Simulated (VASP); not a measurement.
An input for Quantum ESPRESSO's pw.x (written as the equivalent of a VASP run, and not itself run):

```
&CONTROL
  calculation = 'vc-relax'
  pseudo_dir = './pseudo'
  outdir = './out'
  tprnfor = .true.
  tstress = .true.
  nstep = 60
  forc_conv_thr = 0.00039
/
&SYSTEM
  ibrav = 0
  nat = 2
  ntyp = 2
  ecutwfc = 96
  occupations = 'smearing'
  smearing = 'methfessel-paxton'
  degauss = 0.00735
  input_dft = 'pbe'
  vdw_corr = 'grimme-d3'
  dftd3_version = 4
  dftd3_threebody = .false.
/
&ELECTRONS
  conv_thr = 7.3e-08
  electron_maxstep = 100
/
&IONS
/
&CELL
/
ATOMIC_SPECIES
  Ga 69.723 Ga.upf
  Co 58.933 Co.upf
CELL_PARAMETERS angstrom
     2.8800000    0.0000000    0.0000000
     0.0000000    2.8800000    0.0000000
     0.0000000    0.0000000    2.8800000
ATOMIC_POSITIONS crystal
  Ga   0.5000000  0.5000000  0.5000000
  Co   0.0000000  0.0000000  0.0000000
K_POINTS automatic
  11 11 11 0 0 0
```

Translate this input to VASP (INCAR, KPOINTS, POSCAR, choice of POTCAR).

Several could match; the one computed here: 
**KPOINTS**
```
K-points
0
G
11 11 11
0 0 0
```

**INCAR**
```
! general
SYSTEM  = CoGa
PREC    = Accurate
ENCUT   = 520
LREAL   = .FALSE.   ! projection in real space or not
LASPH   = .TRUE.   ! aspherical one-centre terms

! electronic loop
EDIFF   = 1E-6   ! SCF stop (eV)
NELM    = 100   ! most electronic steps
ALGO    = Normal   ! blocked Davidson
LMAXMIX = 4   ! l cut-off of mixed one-centre charges

! smearing
ISMEAR  = 1   ! Methfessel-Paxton
SIGMA   = 0.1

! functional
GGA     = PE   ! PBE
IVDW    = 12

! ions
IBRION  = 2   ! conjugate gradients
NSW     = 60   ! most ionic steps
ISIF    = 3   ! ions, shape and volume
EDIFFG  = -0.01   ! ionic stop

! output
LWAVE   = .FALSE.
LCHARG  = .FALSE.
```

### POSCAR
```
CoGa
1
    2.8800000000     0.0000000000     0.0000000000
    0.0000000000     2.8800000000     0.0000000000
    0.0000000000     0.0000000000     2.8800000000
Ga Co
1 1
Direct
  0.5000000000   0.5000000000   0.5000000000
  0.0000000000   0.0000000000   0.0000000000
```

POTCAR, in this order: Ga_d Co (PBE.64 set). Program: vasp_std.

Limits of the translation: the potentials are each code's own (VASP's PAW set, PseudoDojo norm-conserving files in pw.x), so ENCUT and ecutwfc are chosen apart and not converted; conv_thr bounds pw.x's estimated SCF error, while EDIFF bounds the energy change between steps; forc_conv_thr acts on force components and is met together with etot_conv_thr.

The compound is CoGa in the CsCl type structure. This run relaxes it. Symmetry was kept, so distortions that lower it aren't found.
